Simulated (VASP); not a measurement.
Crystal: BN.

```
CELL_PARAMETERS angstrom
2.54141 0.00000 0.00000
-1.27071 2.20093 0.00000
0.00000 0.00000 4.20428
ATOMIC_POSITIONS crystal
B 0.66667 0.33333 0.00017
B 0.33333 0.66667 0.50017
N 0.66667 0.33333 0.37483
N 0.33333 0.66667 0.87483
```

Measurements of this composition are mostly on another form, of space group No. 194.

Base run:

- Program: VASP 6.6.1
- Functional: r2SCAN
- Dispersion: D3(BJ)
- Potentials or basis: VASP PAW PBE potentials, release 64 (B, N)
- Cutoff: 520 eV
- k mesh: 10 × 10 × 6
- Occupations: gaussian, width 0.05 eV
- Spin: no spin polarisation

Its results: band gap on the k mesh 5.92 eV, indirect (least direct gap 8.99 eV); pressure -0.5 GPa; largest force 0.011 eV/Å.

Problem. The run is repeated on the same cell with these changes: functional from r2SCAN to PBE; k mesh from 10 × 10 × 6 to 8 × 8 × 6. What comes out?

Solution. Band gap on the k mesh 5.51 eV, indirect (least direct gap 8.31 eV); pressure 0.3 GPa; largest force 0.016 eV/Å.

Several settings changed at once, so the effect can't be laid on one alone.

Caveats: the cell's inner coordinates are idealised or old, which leaves forces on the atoms; the PAW data sets were made with another functional, which shifts forces and pressure a little (some runs).

A k mesh can miss the band edges.

Not every run made on this cell is shown here.
